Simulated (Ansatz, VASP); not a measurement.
**ZrB3As4 in VASP and in Ansatz**

Contents of INCAR:

```
SYSTEM = ZrB3As4
  PREC = Accurate
  ENCUT = 600
  EDIFF = 1E-6
  ISMEAR = 0
  SIGMA = 0.1
  LREAL = .False.
  LASPH = .True.
  NELM = 100
  ALGO = Normal
  ISIF = 3
  LWAVE = .False.
  LCHARG = .False.
  GGA = PE
  IBRION = 2
  NSW = 90
  EDIFFG = -0.04
```

File KPOINTS:

```
Automatic mesh
0
Gamma
  4 4 4
  0 0 0
```

Contents of POSCAR:

```
ZrB3As4
1.0
   -3.2442413300      3.2442413300      3.2442413300
    3.2442413300     -3.2442413300      3.2442413300
    3.2442413300      3.2442413300     -3.2442413300
Zr B As
1 3 4
Direct
    0.0000000000      0.0000000000      0.0000000000
    0.0000000000      0.5000000000      0.5000000000
    0.5000000000      0.0000000000      0.5000000000
    0.5000000000      0.5000000000      0.0000000000
    0.5000000000      0.5000000000      0.5000000000
    0.0000000000      0.0000000000      0.5000000000
    0.0000000000      0.5000000000      0.0000000000
    0.5000000000      0.0000000000      0.0000000000
```

Input for Ansatz:

```yaml
crystal:
  lattice:
    - [-3.24424133, 3.24424133, 3.24424133]
    - [3.24424133, -3.24424133, 3.24424133]
    - [3.24424133, 3.24424133, -3.24424133]
  atoms:
    - { symbol: Zr, position: [0.0, 0.0, 0.0] }
    - { symbol: B, position: [0.0, 0.5, 0.5] }
    - { symbol: B, position: [0.5, 0.0, 0.5] }
    - { symbol: B, position: [0.5, 0.5, 0.0] }
    - { symbol: As, position: [0.5, 0.5, 0.5] }
    - { symbol: As, position: [0.0, 0.0, 0.5] }
    - { symbol: As, position: [0.0, 0.5, 0.0] }
    - { symbol: As, position: [0.5, 0.0, 0.0] }
basis:
  ecutwfc: 420
kpoints:
  mp_grid: { grid: [4, 4, 4] }
hamiltonian:
  xc: pbe
scf:
  occupations: { method: gaussian, width: 0.1 }
  lower_state_search: "off"
output:
  forces: true
  stress: true
  eigenvalues: true
relax:
  adjacent_minimum: "off"
  f_tol: 0.04
  max_steps: 70
  cell: { stress_tol: 0.4 }
```

Alike in both runs: task relaxation of cell and atoms; functional PBE; k mesh 4 × 4 × 4; occupations gaussian, width 0.1 eV; no spin polarisation.

```csv
,VASP,Ansatz
version,VASP 6.6.1,Ansatz 0.2.0
potentials or method,"VASP PAW PBE potentials, release 64 (Zr_sv, B, As)","scalar-relativistic, plane waves, PAW"
plane-wave cutoff (eV),600,420
valence electrons in the cell,41,81
```

```csv
,VASP,Ansatz,Ansatz less VASP
"gap on the k mesh at the Fermi level, each at its own relaxed structure (eV)",none,none,-
relaxed volume (Å³/atom),14.94,14.93,-0.009
relaxed cell length with the largest relative difference (Å),5.374,5.373,-0.0011
energy change over the relaxation (meV/atom),-79,-81,-1.1
```

A gap of «none» marks a metal or a gap that the smearing closes. The two sets of potentials don't hold the same shells in valence.
